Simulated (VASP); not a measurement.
# ZnAu: how cutoff and mesh change the relaxed cell, part 2 of 2

How far does the relaxed cell of ZnAu depend on cutoff and k mesh? The starting structure is a measured crystal structure from the Crystallography Open Database. The first relaxation on each setting starts from this cell expanded by 3 % in volume.

VASP 6.6.1.

Results so far: reference 15.32 Å³ an atom; a cutoff of 280 eV 15.24 Å³ an atom; an 8×8×8 mesh 15.36 Å³ an atom.

## Step 5: Relaxation with a cutoff of 600 eV

Level of this step: PBEsol; plane waves and PAW (Au, Zn) (VASP).

Against step 2 the input has ENCUT = 600. This run starts from the cell of an earlier relaxation, which isn't shown; the restart sets up the plane waves anew.

Contents of INCAR:

```
SYSTEM = ZnAu
PREC = Accurate
ENCUT = 600
EDIFF = 1E-06
NELM = 100
ISMEAR = 1
SIGMA = 0.15
LREAL = .FALSE.
ALGO = Normal
GGA = PS
NBANDS = 17
LORBIT = 11
LWAVE = .FALSE.
LCHARG = .FALSE.
KPAR = 4
IBRION = 2
NSW = 50
ISIF = 3
EDIFFG = -0.006
```

Contents of POSCAR:

```
ZnAu
1.0
    3.1300389118      0.0000000000      0.0000000000
    0.0000000000      3.1300389118      0.0000000000
    0.0000000000      0.0000000000      3.1300389118
Au Zn
1 1
Direct
    0.0000000000      0.0000000000      0.0000000000
    0.5000000000      0.5000000000      0.5000000000
```

Contents of KPOINTS:

```
Automatic mesh
0
Gamma
14 14 14
0 0 0
```

Potentials, in the order of the species: Au and Zn (PBE family, release 64).

Launch:

```sh
$ mpirun -np 4 vasp_std
```

The log of the run:

```text
[... set-up lines as in an earlier step ...]
 entering main loop
       N       E                     dE             d eps       ncg     rms          rms(c)
DAV:   1     0.136449847104E+03    0.13645E+03   -0.12642E+04  4208   0.195E+03
DAV:   2    -0.107353948468E+01   -0.13752E+03   -0.13203E+03  4181   0.344E+02
DAV:   3    -0.648245822803E+01   -0.54089E+01   -0.53642E+01  4626   0.736E+01
DAV:   4    -0.652706359202E+01   -0.44605E-01   -0.44583E-01  4722   0.572E+00
[...]
DAV:   9    -0.594831419713E+01   -0.17034E-04   -0.38504E-04  5001   0.266E-01    0.630E-02
DAV:  10    -0.594831995466E+01   -0.57575E-05   -0.29673E-05  5106   0.675E-02    0.189E-02
DAV:  11    -0.594831997414E+01   -0.19486E-07   -0.43132E-06  4210   0.337E-02
   1 F= -.59483200E+01 E0= -.59478192E+01  d E =-.594832E+01
[...]
N       E                     dE             d eps       ncg     rms          rms(c)
DAV:   1    -0.594910567729E+01   -0.78572E-03   -0.10460E-02  4306   0.182E+00    0.187E-01
[...]
DAV:   4    -0.594830571320E+01    0.12366E-04   -0.58521E-06  5274   0.818E-02    0.165E-02
DAV:   5    -0.594830318090E+01    0.25323E-05   -0.28351E-06  3974   0.201E-02    0.141E-03
DAV:   6    -0.594830313057E+01    0.50331E-07   -0.29124E-07  2099   0.743E-03
   2 F= -.59483031E+01 E0= -.59478006E+01  d E =0.168436E-04
 trial-energy change:    0.000017  1 .order    0.000006   -0.000037    0.000050
 step:   0.2801(harm=  0.4280)  dis= 0.00000  next Energy=    -5.948325 (dE=-0.496E-05)
[...]
N       E                     dE             d eps       ncg     rms          rms(c)
DAV:   1    -0.594873995772E+01   -0.43678E-03   -0.54494E-03  4309   0.132E+00    0.135E-01
DAV:   2    -0.594835591206E+01    0.38405E-03   -0.10918E-03  4637   0.751E-01    0.474E-02
DAV:   3    -0.594833184078E+01    0.24071E-04   -0.42922E-05  4128   0.672E-02    0.308E-02
DAV:   4    -0.594832426930E+01    0.75715E-05   -0.28757E-06  4202   0.592E-02    0.116E-02
DAV:   5    -0.594832243762E+01    0.18317E-05   -0.18803E-06  3091   0.147E-02    0.109E-03
DAV:   6    -0.594832248774E+01   -0.50117E-07   -0.21135E-07  2066   0.656E-03
   3 F= -.59483225E+01 E0= -.59478212E+01  d E =-.251360E-05
[...]
reached required accuracy - stopping structural energy minimisation
```

The job ended after 28 s (4 MPI ranks of AMD EPYC 7R43, shared host; peak memory 0.78 GiB; 1.8 min of CPU time).

OUTCAR, selected parts (step 5):

```text
  Total        0.0044709      0.0044709      0.0044709     -0.0000000      0.0000000     -0.0000000
  in kB        0.2336987      0.2336987      0.2336987     -0.0000000      0.0000000     -0.0000000
  external PRESSURE =       0.2336987 kB  Pullay stress =       0.0000000 kB

 POSITION                                       TOTAL-FORCE (eV/Angst)
 -----------------------------------------------------------------------------------
      0.00000      0.00000      0.00000        -0.000000     -0.000000      0.000000
      1.56478      1.56478      1.56478         0.000000      0.000000      0.000000
 -----------------------------------------------------------------------------------
    total drift:                                0.000000      0.000000      0.000000

  FREE ENERGIE OF THE ION-ELECTRON SYSTEM (eV)
  ---------------------------------------------------
  free  energy   TOTEN  =        -5.9483224877 eV

  energy  without entropy=       -5.9468186280  energy(sigma->0) =       -5.94782120

[... 2 parts as in an earlier step ...]

[... 2 further parts left out ...]
[key lines of the parts left out:]
E-fermi :   7.1014
```

With a cutoff of 600 eV the cell ends at 15.326 Å³ an atom, +0.05 % from the reference; the bulk modulus is 142.6 GPa against 142.6 GPa.

## Step 6: Relaxation with a 20×20×20 mesh

Against step 2 the input has a 20×20×20 mesh. This run starts from the cell of an earlier relaxation, which isn't shown; the restart sets up the plane waves anew.

INCAR, as its differences from that of step 5:

```diff
@@ -2,3 +2,3 @@
 PREC = Accurate
-ENCUT = 600
+ENCUT = 450
 EDIFF = 1E-06
```

Contents of POSCAR:

```
ZnAu
1.0
    3.1296748819      0.0000000000      0.0000000000
    0.0000000000      3.1296748819      0.0000000000
    0.0000000000      0.0000000000      3.1296748819
Au Zn
1 1
Direct
    0.0000000000      0.0000000000      0.0000000000
    0.5000000000      0.5000000000      0.5000000000
```

Contents of KPOINTS:

```
Automatic mesh
0
Gamma
20 20 20
0 0 0
```

Launch:

```sh
$ mpirun -np 4 vasp_std
```

The log of the run:

```text
[... set-up lines as in an earlier step ...]
 entering main loop
       N       E                     dE             d eps       ncg     rms          rms(c)
DAV:   1     0.113746642610E+03    0.11375E+03   -0.10685E+04 10175   0.159E+03
DAV:   2    -0.256671102090E+01   -0.11631E+03   -0.11174E+03  9944   0.294E+02
DAV:   3    -0.649975618074E+01   -0.39330E+01   -0.39109E+01 11072   0.618E+01
DAV:   4    -0.652980394012E+01   -0.30048E-01   -0.30039E-01 11051   0.467E+00
[...]
DAV:   9    -0.595128936633E+01   -0.20130E-04   -0.39123E-04 11802   0.254E-01    0.617E-02
DAV:  10    -0.595129533344E+01   -0.59671E-05   -0.28278E-05 12211   0.674E-02    0.189E-02
DAV:  11    -0.595129533172E+01    0.17226E-08   -0.44115E-06  9914   0.350E-02
   1 F= -.59512953E+01 E0= -.59510197E+01  d E =-.595130E+01
[...]
N       E                     dE             d eps       ncg     rms          rms(c)
DAV:   1    -0.595240972534E+01   -0.11144E-02   -0.14801E-02 10231   0.215E+00    0.223E-01
[...]
DAV:   4    -0.595127875010E+01    0.17637E-04   -0.84601E-06 13829   0.974E-02    0.197E-02
DAV:   5    -0.595127502572E+01    0.37244E-05   -0.38444E-06 10606   0.235E-02    0.171E-03
DAV:   6    -0.595127496298E+01    0.62739E-07   -0.34633E-07  4961   0.800E-03
   2 F= -.59512750E+01 E0= -.59510063E+01  d E =0.203687E-04
 trial-energy change:    0.000020  1 .order    0.000008   -0.000053    0.000068
 step:   0.3024(harm=  0.4368)  dis= 0.00000  next Energy=    -5.951303 (dE=-0.759E-05)
[...]
N       E                     dE             d eps       ncg     rms          rms(c)
DAV:   1    -0.595185385202E+01   -0.57883E-03   -0.72357E-03 10206   0.152E+00    0.155E-01
DAV:   2    -0.595134427336E+01    0.50958E-03   -0.14495E-03 10979   0.859E-01    0.547E-02
DAV:   3    -0.595131228937E+01    0.31984E-04   -0.57397E-05  9847   0.765E-02    0.355E-02
DAV:   4    -0.595130233365E+01    0.99557E-05   -0.40484E-06 11467   0.683E-02    0.132E-02
DAV:   5    -0.595129997659E+01    0.23571E-05   -0.22116E-06  8205   0.161E-02    0.123E-03
DAV:   6    -0.595130003603E+01   -0.59439E-07   -0.22172E-07  4933   0.660E-03
   3 F= -.59513000E+01 E0= -.59510265E+01  d E =-.470431E-05
[...]
reached required accuracy - stopping structural energy minimisation
```

The job ended after 40 s (4 MPI ranks; peak memory 0.87 GiB; 2.6 min of CPU time).

OUTCAR, selected parts (step 6):

```text
  Total        0.0037592      0.0037592      0.0037592      0.0000000      0.0000000      0.0000000
  in kB        0.1965890      0.1965890      0.1965890      0.0000000      0.0000000      0.0000000
  external PRESSURE =       0.1965890 kB  Pullay stress =       0.0000000 kB

 POSITION                                       TOTAL-FORCE (eV/Angst)
 -----------------------------------------------------------------------------------
      0.00000      0.00000      0.00000        -0.000000     -0.000000      0.000000
      1.56453      1.56453      1.56453         0.000000      0.000000      0.000000
 -----------------------------------------------------------------------------------
    total drift:                                0.000000      0.000000     -0.000000

  FREE ENERGIE OF THE ION-ELECTRON SYSTEM (eV)
  ---------------------------------------------------
  free  energy   TOTEN  =        -5.9513000360 eV

  energy  without entropy=       -5.9504795679  energy(sigma->0) =       -5.95102655

[... 1 part as in an earlier step ...]

[... 3 further parts left out ...]
[key lines of the parts left out:]
E-fermi :   7.1164
```

With a 20×20×20 mesh the cell ends at 15.318 Å³ an atom, +0.00 % from the reference; the bulk modulus is 142.7 GPa against 142.6 GPa.

## Step 7: The runs compared

```
               run  volume (Å³/atom)  change (%)  bulk modulus (GPa)  pressure left (GPa)  core minutes
         reference            15.318           -               142.6                 0.02           4.2
a cutoff of 280 eV            15.243       -0.49               145.2                 0.02          1.45
     an 8×8×8 mesh            15.355        0.24               142.8                 0.02          1.05
a cutoff of 600 eV            15.326        0.05               142.6                 0.02          4.27
   a 20×20×20 mesh            15.318         0.0               142.7                 0.02          6.27
```

Core minutes are wall time times ranks, summed over the relaxations behind a row (those for a bulk modulus apart), on shared hosts.

## Step 8: What came out

```json
{
  "volume of the reference": "15.32 Å³/atom",
  "volume against the reference, a cutoff of 280 eV": "-0.49 %",
  "volume against the reference, an 8×8×8 mesh": "+0.24 %",
  "volume against the reference, a cutoff of 600 eV": "+0.05 %",
  "volume against the reference, a 20×20×20 mesh": "+0.00 %"
}
```

**Reading.** The volume moves most with a cutoff of 280 eV: -0.49 % against the reference (450 eV, 14×14×14 mesh). On finer settings it changes by +0.05 % with a cutoff of 600 eV and +0.00 % with a 20×20×20 mesh. The relaxations stop with up to 0.02 GPa left, which at the bulk modulus found here is 0.02 % of the volume. A cell that shrinks at the lower cutoff is the usual mark of Pulay stress, the error that a plane-wave basis makes when it is kept while the volume changes. The bulk modulus stays within 2 %. Further runs on this material are not shown.

[Lines on the potential files, build, host, timing and source positions are cut from VASP's logs without a mark.]

[Logs are printed without paths, hosts, clocks, repeated set-up lines and the standing remarks that a program may print on its own settings, such as how far it seeks lower states.]

[Hosts, paths, dates, database ids (printed as entryN), source tags and the programs' standing remarks are cut or masked in the printed files.]
